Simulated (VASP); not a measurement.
Data:

```yaml
crystal:
  lattice:
    - [1.86912, -3.23741, 0.00000]
    - [1.86912, 3.23741, 0.00000]
    - [0.00000, 0.00000, 6.04069]
  atoms:
    - { symbol: Zr, position: [0.00000, 0.00000, 0.00000] }
    - { symbol: Se, position: [0.33333, 0.66667, 0.26489] }
    - { symbol: Se, position: [0.66667, 0.33333, 0.73511] }
```

All values below come from PBE GGA with D3 dispersion (Becke-Johnson damping), VASP's PBE PAW potentials (set 64) (plane waves; VASP). Settings: 520 eV cut-off, Gaussian smearing of 0.050 eV, potentials Zr_sv Se.

Give the energies of bands 7 to 15 at the high-symmetry points, in eV from the valence-band maximum.

```
band      Γ      M      K      A      L      H
----  -----  -----  -----  -----  -----  -----
7     -5.14  -4.91  -4.07  -3.69  -4.99  -4.02
8     -2.75  -3.15  -3.86  -2.67  -4.03  -4.02
9     -2.75  -2.97  -3.86  -2.67  -2.85  -3.49
10    -0.10  -2.58  -2.55  -2.56  -2.81  -2.80
11    -0.10  -2.52  -2.55  -0.37  -1.06  -2.22
12     0.00  -1.55  -1.91  -0.37  -1.05  -2.22
13     0.95   0.26   1.73   0.91   0.02   1.78
14     0.95   2.52   2.52   0.91   2.52   1.94
15     1.23   2.94   2.52   1.73   2.92   1.94
```

The gap is indirect, 0.02 eV, from the valence maximum at Γ to the conduction minimum at L.

The compound is ZrSe2 in the 1T layered structure. It was relaxed first.
